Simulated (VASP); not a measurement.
# TcSe2 (R-3m) in VASP: further runs

One crystal, TcSe2, is run at these levels: PBEsol+U; tasks: single point.

Program: VASP 6.6.1. These are calculated values, not measurements. Logs are shortened: lines on timing, memory, paths and dates and some standing lists are left out, and cuts for length are marked.

**1. The structure**

Symmetry: R-3m, No. 166, trigonal system. The conventional cell has a = 3.857 Å, b = 3.857 Å, c = 17.491 Å, α = 90.00°, β = 90.00°, γ = 120.00°. Around Tc (site symmetry -3m) lie 6 Se at 2.64 Å. Around Se (site symmetry 3m) lie 3 Tc at 2.64 Å.

The cell was built by a generator and needn't be a form met in nature.

**2. Single point, PBEsol+U, collinear spin, ferromagnetic start**

File INCAR:

```
SYSTEM = TcSe2
PREC = Accurate
ENCUT = 520
EDIFF = 1E-6
ISMEAR = 0
SIGMA = 0.05
LREAL = .FALSE.
LASPH = .TRUE.
NELM = 80
ALGO = Normal
ISIF = 2
LWAVE = .FALSE.
LCHARG = .FALSE.
ISPIN = 2
MAGMOM = 0.5 0 0
LORBIT = 11
LMAXMIX = 4
LDAU = .TRUE.
LDAUTYPE = 2
LDAUL = 2 -1
LDAUU = 3 0
LDAUJ = 0 0
LDAUPRINT = 1
GGA = PS
NBANDS = 24
```

File KPOINTS:

```
Automatic mesh
0
G
  6 6 6
  0 0 0
```

File POSCAR:

```
TcSe2
1.0
    1.9284189500      1.1133732000      5.8303367600
   -1.9284189500      1.1133732000      5.8303367600
    0.0000000000     -2.2267463900      5.8303367600
Tc Se
1 2
Direct
    0.0000000000      0.0000000000      0.0000000000
    0.2520000000      0.2520000000      0.2520000000
    0.7480000000      0.7480000000      0.7480000000
```

Potentials or basis: VASP PAW PBE potentials, release 64 (Tc_pv, Se).

Started as:

```console
> cat potpaw_PBE.64/Tc_pv/POTCAR potpaw_PBE.64/Se/POTCAR > POTCAR
> mpirun -np 1 vasp_std > vasp.out
```

OUTCAR:

```text
SYSTEM = TcSe2
   PREC = Accurate
   ENCUT = 520
   EDIFF = 1E-6
   ISMEAR = 0
   LREAL = .FALSE.
   LASPH = .TRUE.
   NELM = 80
   ISIF = 2
   ISPIN = 2
   LORBIT = 11
   GGA = PS

 ion  position               nearest neighbor table
   1  0.000  0.000  0.000-   3 2.64   2 2.64   3 2.64   3 2.64   2 2.64   2 2.64
   2  0.252  0.252  0.252-   1 2.64   1 2.64   1 2.64
   3  0.748  0.748  0.748-   1 2.64   1 2.64   1 2.64

  LATTYP: Found a trigonal (rhomboedric) cell.
 ALAT       =     6.2410917526
 COS(alpha) =     0.8090535272

  Lattice vectors:

 A1 = (   1.9284189500,   1.1133732000,   5.8303367600)
 A2 = (  -1.9284189500,   1.1133732000,   5.8303367600)
 A3 = (   0.0000000000,  -2.2267463900,   5.8303367600)

Analysis of symmetry for initial positions (statically):
=====================================================================
 Subroutine PRICEL returns:
 Original cell was already a primitive cell.

 Routine SETGRP: Setting up the symmetry group for a
 trigonal (rhombohedral) supercell.

 Subroutine GETGRP returns: Found 12 space group operations
 (whereof 12 operations were pure point group operations)
 out of a pool of 12 trial point group operations.

The static configuration has the point symmetry D_3d.

Analysis of symmetry for dynamics (positions and initial velocities):
=====================================================================
 Subroutine PRICEL returns:
 Original cell was already a primitive cell.

 Routine SETGRP: Setting up the symmetry group for a
 trigonal (rhombohedral) supercell.

 Subroutine GETGRP returns: Found 12 space group operations
 (whereof 12 operations were pure point group operations)
 out of a pool of 12 trial point group operations.

The dynamic configuration has the point symmetry D_3d.

Analysis of structural, dynamic, and magnetic symmetry:
=====================================================================
 Subroutine PRICEL returns:
 Original cell was already a primitive cell.

 Routine SETGRP: Setting up the symmetry group for a
 trigonal (rhombohedral) supercell.

 Subroutine GETGRP returns: Found 12 space group operations
 (whereof 12 operations were pure point group operations)
 out of a pool of 12 trial point group operations.

The overall configuration has the point symmetry D_3d.

 Subroutine INISYM returns: Found 12 space group operations
 (whereof 12 operations are pure point group operations),
 and found     1 'primitive' translations

----------------------------------------------------------------------------------------

                                     Primitive cell

  volume of cell :      75.1081

  direct lattice vectors                    reciprocal lattice vectors
     1.928418950  1.113373200  5.830336760     0.259279759  0.149695239  0.057172226
    -1.928418950  1.113373200  5.830336760    -0.259279759  0.149695239  0.057172226
     0.000000000 -2.226746390  5.830336760     0.000000000 -0.299390478  0.057172227

  length of vectors
     6.241091753  6.241091753  6.241091749     0.304800461  0.304800461  0.304800462

  position of ions in fractional coordinates (direct lattice)
     0.000000000  0.000000000  0.000000000
     0.252000000  0.252000000  0.252000000
     0.748000000  0.748000000  0.748000000

  ion indices of the primitive-cell ions
   primitive index   ion index
                 1           1
                 2           2
                 3           3

----------------------------------------------------------------------------------------

 KPOINTS: Automatic mesh

Automatic generation of k-mesh.
 Grid dimensions read from file:
 generate k-points for:    6    6    6

 Generating k-lattice:

  Cartesian coordinates                     Fractional coordinates (reciprocal lattice)
     0.043213293  0.024949206  0.009528704     0.166666667  0.000000000  0.000000000
    -0.043213293  0.024949206  0.009528704     0.000000000  0.166666667  0.000000000
     0.000000000 -0.049898413  0.009528704     0.000000000  0.000000000  0.166666667

  Length of vectors
     0.050800077  0.050800077  0.050800077

  Shift w.r.t. Gamma in fractional coordinates (k-lattice)
     0.000000000  0.000000000  0.000000000

 Subroutine IBZKPT returns following result:
 ===========================================

 Found     32 irreducible k-points:

 Following reciprocal coordinates:
            Coordinates               Weight
  0.000000  0.000000  0.000000      1.000000
  0.166667 -0.000000 -0.000000      6.000000
  0.333333 -0.000000 -0.000000      6.000000
  0.500000 -0.000000 -0.000000      3.000000
  0.166667  0.166667 -0.000000      6.000000
  0.333333  0.166667 -0.000000     12.000000
[... 16 lines left out ...]
  0.500000  0.500000  0.166667      6.000000
 -0.333333  0.500000  0.166667     12.000000
 [... further k-points ...]
   k-points           NKPTS =     32   k-points in BZ     NKDIM =     32   number of bands    NBANDS=     24
   number of dos      NEDOS =    301   number of ions     NIONS =      3
   total plane-waves  NPLWV = 110592
   dimension x,y,z NGX =    48 NGY =   48 NGZ =   48
   dimension x,y,z NGXF=    96 NGYF=   96 NGZF=   96
   ions per type =               1   2
   NGX,Y,Z   is equivalent  to a cutoff of  12.79, 12.79, 12.79 a.u.
   NGXF,Y,Z  is equivalent  to a cutoff of  25.57, 25.57, 25.57 a.u.
 SYSTEM =  TcSe2
   PREC   = accura    normal or accurate (medium, high low for compatibility)
   ISTART =      0    job   : 0-new  1-cont  2-samecut
   ICHARG =      2    charge: 1-file 2-atom 10-const
   ISPIN  =      2    spin polarized calculation?
   LNONCOLLINEAR =      F non collinear calculations
   LSORBIT =      F    spin-orbit coupling
   LASPH  =      T    aspherical Exc in radial PAW
   ENCUT  =  520.0 eV  38.22 Ry    6.18 a.u.  11.60 11.60 11.60*2*pi/ulx,y,z
   NELM   =     80;   NELMIN=  2; NELMDL= -5     # of ELM steps
   EDIFF  = 0.1E-05   stopping-criterion for ELM
   LREAL  =      F    real-space projection
   EDIFFG = 0.1E-04   stopping-criterion for IOM
   NSW    =      0    number of steps for IOM
   IBRION =     -1    ionic relax: 0-MD 1-quasi-New 2-CG
   NFREE  =      0    steps in history (QN), initial steepest desc. (CG)
   ISIF   =      2    stress and relaxation
   ISYM   =      2    0-nonsym 1-usesym 2-fastsym
   POTIM  = 0.5000    time-step for ionic-motion
   TEBEG  =    0.0;   TEEND  =   0.0 temperature during run
   PSTRESS=    0.0 pullay stress
   NELECT =      25.0000    total number of electrons
   NUPDOWN=      -1.0000    fix difference up-down
   EMIN   =  10.00;   EMAX   =-10.00  energy-range for DOS
   EFERMI =   0.00;   METHOD = LEGACY
   ISMEAR =     0;   SIGMA  =   0.05  broadening in eV -4-tet -1-fermi 0-gaus
   EFERMI_NEDOS =   21; number of points for ismear=-14 and -15
   IALGO  =     38    algorithm
   IMIX   =      4    mixing-type and parameters
     AMIX     =   0.40;   BMIX     =  1.00
     AMIX_MAG =   1.60;   BMIX_MAG =  1.00
  volume/ion in A,a.u.               =      25.04       168.95
  Fermi-wavevector in a.u.,A,eV,Ry     =   1.134556  2.143999 17.513645  1.287217
  Thomas-Fermi vector in A             =   2.271260
   LORBIT       =     11    0 simple, 1 ext, 2 COOP (PROOUT), +10 PAW based schemes
 LDA+U is selected, type is set to LDAUTYPE =  2
   angular momentum for each species LDAUL =     2   -1
   U (eV)           for each species LDAUU =   3.0  0.0
   J (eV)           for each species LDAUJ =   0.0  0.0
   GGA     = PS    functional components
   LHFCALC =     F    Hartree Fock is set to
   AEXX    =    0.0000 exact exchange contribution
   IVDW    =     0    specifies the selected vdW correction
   LEPSILON=     F    determine dielectric tensor
   LRPA    =     F    only Hartree local field effects (RPA)
 spin polarized calculation
 Gauss-broadening in eV      SIGMA  =   0.05
  energy-cutoff  :      520.00
  volume of cell :       75.11
 maximum number of plane-waves:      2040
 NGX is ok and might be reduce to    48
   NGX = 23   NGY = 23   NGZ = 23

atom =   1  type =  1  l = 2

 onsite density matrix

spin component  1

  0.7811  0.0000 -0.0000 -0.1475 -0.0000
  0.0000  0.6894  0.0000 -0.0000 -0.1475
 -0.0000  0.0000  0.8906 -0.0000 -0.0000
 -0.1475 -0.0000 -0.0000  0.6894  0.0000
 -0.0000 -0.1475 -0.0000  0.0000  0.7811

spin component  2

  0.1907  0.0000 -0.0000  0.1335 -0.0000
  0.0000  0.2620 -0.0000  0.0000  0.1335
 -0.0000 -0.0000  0.0797  0.0000 -0.0000
  0.1335  0.0000  0.0000  0.2620  0.0000
 -0.0000  0.1335 -0.0000  0.0000  0.1907

 occupancies and eigenvectors

  o =  0.0797  v =  0.0000  0.0000  0.0000  0.0000  0.0000  0.0000 -0.0000  1.0000  0.0000  0.0000      0.0000  0.0000  0.0000  0.0000  0.0000  0.0000  0.0000  0.0000  0.0000  0.0000
  o =  0.0882  v =  0.0000  0.0000  0.0000  0.0000  0.0000  0.0000 -0.6091 -0.0000  0.0000  0.7931      0.0000  0.0000  0.0000  0.0000  0.0000  0.0000  0.0000  0.0000  0.0000  0.0000
  o =  0.0882  v =  0.0000  0.0000  0.0000  0.0000  0.0000 -0.7931  0.0000 -0.0000  0.6091 -0.0000      0.0000  0.0000  0.0000  0.0000  0.0000  0.0000  0.0000  0.0000  0.0000  0.0000
  o =  0.3645  v =  0.0000  0.0000  0.0000  0.0000  0.0000  0.0000  0.7931 -0.0000  0.0000  0.6091      0.0000  0.0000  0.0000  0.0000  0.0000  0.0000  0.0000  0.0000  0.0000  0.0000
  o =  0.3645  v =  0.0000  0.0000  0.0000  0.0000  0.0000 -0.6091  0.0000  0.0000 -0.7931  0.0000      0.0000  0.0000  0.0000  0.0000  0.0000  0.0000  0.0000  0.0000  0.0000  0.0000
  o =  0.5808  v = -0.0000  0.8053  0.0000 -0.0000  0.5929  0.0000  0.0000  0.0000  0.0000  0.0000      0.0000  0.0000  0.0000  0.0000  0.0000  0.0000  0.0000  0.0000  0.0000  0.0000
  o =  0.5808  v =  0.5929  0.0000  0.0000  0.8053  0.0000  0.0000  0.0000  0.0000  0.0000  0.0000      0.0000  0.0000  0.0000  0.0000  0.0000  0.0000  0.0000  0.0000  0.0000  0.0000
  o =  0.8897  v =  0.0000  0.5929 -0.0000 -0.0000 -0.8053  0.0000  0.0000  0.0000  0.0000  0.0000      0.0000  0.0000  0.0000  0.0000  0.0000  0.0000  0.0000  0.0000  0.0000  0.0000
  o =  0.8897  v =  0.8053 -0.0000  0.0000 -0.5929  0.0000  0.0000  0.0000  0.0000  0.0000  0.0000      0.0000  0.0000  0.0000  0.0000  0.0000  0.0000  0.0000  0.0000  0.0000  0.0000
  o =  0.8906  v =  0.0000  0.0000  1.0000 -0.0000 -0.0000  0.0000  0.0000  0.0000  0.0000  0.0000      0.0000  0.0000  0.0000  0.0000  0.0000  0.0000  0.0000  0.0000  0.0000  0.0000

 number of electron      24.9999999 magnetization       2.9905599

 Free energy of the ion-electron system (eV)
  ---------------------------------------------------
  ext. energy  EPLUGINS =         0.00000000
  ---------------------------------------------------
  free energy    TOTEN  =       -16.23215639 eV

  energy without entropy =      -16.23197659  energy(sigma->0) =      -16.23206649

 E-fermi :   4.0844     XC(G=0):  -9.7194

 val. band max:        4.0691958651   @ k =   0.5000   0.5000  -0.0000
 cond. band min:       4.1891714639   @ k =   0.0000   0.0000   0.0000
 fundamental gap:      0.1199755988
 Fermi energy:         4.0843708275

 spin component 1

 k-point     1 :       0.0000    0.0000    0.0000
  band No.  band energies     occupation
      1     -36.7761      1.00000
      2     -36.7373      1.00000
      3     -36.7373      1.00000
      4      -9.7269      1.00000
      5      -8.2041      1.00000
      6      -1.8160      1.00000
[... 637 lines left out ...]
     23      14.9875      0.00000
     24      16.8636      0.00000

 [... further k-points ...]

 spin component 2

 k-point     1 :       0.0000    0.0000    0.0000
  band No.  band energies     occupation
      1     -34.6681      1.00000
      2     -34.6681      1.00000
      3     -34.6677      1.00000
      4      -9.6790      1.00000
      5      -8.2327      1.00000
      6      -0.8389      1.00000
[... 637 lines left out ...]
     23      15.1334      0.00000
     24      17.1083      0.00000

 [... further k-points ...]

------------------------ aborting loop because EDIFF is reached ----------------------------------------

  FORCE on cell =-STRESS in cart. coord.  units (eV):
  Direction    XX          YY          ZZ          XY          YZ          ZX
  --------------------------------------------------------------------------------------
  -------------------------------------------------------------------------------------
  Total       -3.6380811     -3.6380811     -1.3919076      0.0000000     -0.0000000      0.0000000
  in kB      -77.6061106    -77.6061102    -29.6916236      0.0000000     -0.0000000      0.0000000
  external PRESSURE =     -61.6346148 kB  Pullay stress =       0.0000000 kB

 VOLUME and BASIS-vectors are now :
 -----------------------------------------------------------------------------
  energy-cutoff  :      520.00
  volume of cell :       75.11
      direct lattice vectors                 reciprocal lattice vectors
     1.928418950  1.113373200  5.830336760     0.259279759  0.149695239  0.057172226
    -1.928418950  1.113373200  5.830336760    -0.259279759  0.149695239  0.057172226
     0.000000000 -2.226746390  5.830336760     0.000000000 -0.299390478  0.057172227

 POSITION                                       TOTAL-FORCE (eV/Angst)
 -----------------------------------------------------------------------------------
      0.00000      0.00000      0.00000         0.000000     -0.000000     -0.000000
      0.00000      0.00000      4.40773         0.000000      0.000000      0.544730
      0.00000      0.00000     13.08328         0.000000     -0.000000     -0.544730
 -----------------------------------------------------------------------------------
    total drift:                               -0.000000      0.000000     -0.000000

  FREE ENERGIE OF THE ION-ELECTRON SYSTEM (eV)
  ---------------------------------------------------
  free  energy   TOTEN  =       -16.2321563942 eV

  energy  without entropy=      -16.2319765928  energy(sigma->0) =      -16.23206649

 total charge

# of ion       s       p       d       tot
------------------------------------------
    1        0.338   6.355   4.778  11.471
    2        1.473   2.287   0.033   3.792
    3        1.473   2.287   0.033   3.792
--------------------------------------------------
tot          3.283  10.928   4.843  19.055

 magnetization (x)

# of ion       s       p       d       tot
------------------------------------------
    1        0.052   0.057   2.833   2.942
    2        0.003  -0.054   0.006  -0.044
    3        0.003  -0.054   0.006  -0.044
--------------------------------------------------
tot          0.059  -0.050   2.845   2.854
```

Run time: 2.5 min. Hardware: 1 thread of Intel Xeon Platinum 8559C (Emerald Rapids), shared host; peak memory 0.44 GiB.

Results:

```
Free energy                                           : -16.2322 eV
Pressure                                              : -6.2 GPa
Largest force                                         : 0.545 eV/Å
Band gap on the k mesh                                : none (metal or under the smearing width)
Net moment                                            : 2.99 μB per cell
Site moments                                          : Tc +2.94; Se -0.04 μB
Valence electrons inside the program's atomic spheres : Tc 11.47; Se 3.79
```

Forces on the atoms (eV/Å):
```
Tc   0.000  0.000  0.000
Se   0.000  0.000  0.545
Se   0.000  0.000 -0.545
```

Levels at points of the mesh, in eV from the Fermi level:
Spin up:
| k point | band 11 | band 12 | band 13 | band 14 | band 15 | band 16 | band 17 | band 18 |
| --- | --- | --- | --- | --- | --- | --- | --- | --- |
| (0.00, 0.00, 0.00) | -2.29 | -0.48 | -0.48 | 0.14 | 1.92 | 1.92 | 3.98 | 4.18 |
| (0.50, 0.00, 0.00) | -3.01 | -2.34 | -2.24 | -1.87 | 1.19 | 1.52 | 5.39 | 5.62 |
| (0.50, 0.50, 0.00) | -2.87 | -2.66 | -2.21 | -1.46 | 2.13 | 2.18 | 3.90 | 4.80 |
| (0.50, 0.50, 0.50) | -2.18 | -1.64 | -0.73 | -0.73 | 2.14 | 2.14 | 4.80 | 5.84 |
Spin down:
```
           k point  band 8  band 9  band 10  band 11  band 12  band 13  band 14  band 15
(0.00, 0.00, 0.00)   -3.54   -0.47    -0.47     0.10     0.33     0.33     1.31     2.95
(0.50, 0.00, 0.00)   -3.31   -3.29    -2.16    -1.78     0.42     1.12     1.36     2.72
(0.50, 0.50, 0.00)   -3.12   -2.27    -2.14    -1.42    -0.02     1.17     1.41     3.25
(0.50, 0.50, 0.50)   -3.46   -2.21    -0.72    -0.72     0.32     0.32     1.18     3.19
```

Eigenvalues of the final occupation matrices:
```
    site  spin  trace               eigenvalues
site 1 d     1   3.83  0.58 0.58 0.89 0.89 0.89
site 1 d     2   0.99  0.08 0.09 0.09 0.36 0.36
```

Caveat: the PAW data sets were made with another functional, which shifts forces and pressure a little.

[end of part 1 of 2]
